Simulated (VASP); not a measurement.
Wanted: the native input for a VASP 6.6.1 run.

```yaml
Task: band structure
Functional: PBE
Potentials_or_basis: VASP PAW PBE potentials, release 64 (Co)
Cutoff: 520 eV
k_mesh: 18 × 18 × 9
Occupations: methfessel-paxton, width 0.1 eV
Spin: collinear spin, ferromagnetic start
Starting_moments: "[3.0, 3.0] μB"
Further_INCAR_settings: ALGO = Normal; EDIFF = 1e-06; NBANDS = 20; AMIX = 0.2; BMIX = 0.0001
```

The structure of Co lies in POSCAR:

```
Co                                      
1.0
    2.4887480685     -0.0000000000      0.0000000000
   -1.2443740342      2.1553190535     -0.0000000000
    0.0000000000     -0.0000000000      4.0261543326
  Co            
     2
Direct
     0.3333333300000021    0.6666666699999979    0.2500000000000000
     0.6666666699999979    0.3333333300000021    0.7500000000000000
```

These files were run (other wordings do the same):

INCAR

```
PREC = Accurate
ENCUT = 520
EDIFF = 1E-6
ISMEAR = 1
SIGMA = 0.1
LREAL = F
LASPH = T
NELM = 150
ALGO = Normal
ISIF = 2
LWAVE = F
LCHARG = F
ISPIN = 2
MAGMOM = 3 3
LORBIT = 11
LMAXMIX = 4
GGA = PE
NBANDS = 20
AMIX = 0.2
BMIX = 1E-4
AMIX_MAG = 0.8
BMIX_MAG = 1E-4
ICORELEVEL = 1
```

KPOINTS

```
regular mesh
0
Gamma
  18 18 9
```

KPOINTS_OPT

```
explicit points
186
Reciprocal
 0.0000000000  0.0000000000  0.0000000000 1
 0.0263157895  0.0000000000  0.0000000000 1
 0.0526315789  0.0000000000  0.0000000000 1
 0.0789473684  0.0000000000  0.0000000000 1
 0.1052631579  0.0000000000  0.0000000000 1
 0.1315789474  0.0000000000  0.0000000000 1
[... 178 lines left out ...]
 0.5000000000  0.0000000000  0.5000000000 1
 0.5000000000  0.0000000000  0.0000000000 1
```

Potentials or basis: VASP PAW PBE potentials, release 64 (Co).

The run is started by

```console
$ cat potpaw_PBE.64/Co/POTCAR > POTCAR
$ mpirun -np 1 vasp_std > vasp.out
```

It gave:

The pressure is 0.0 GPa, the band gap along the path is none (metal or under the smearing width) and the net moment is 3.16 μB per cell. The site moments are Co +1.60 μB. The valence electrons inside the program's atomic spheres are Co 8.28.

Wall time 93 s on 1 thread of Intel(R) Xeon(R) 6975P-C (Granite Rapids), with other jobs on the host, peak memory 0.3 GiB.
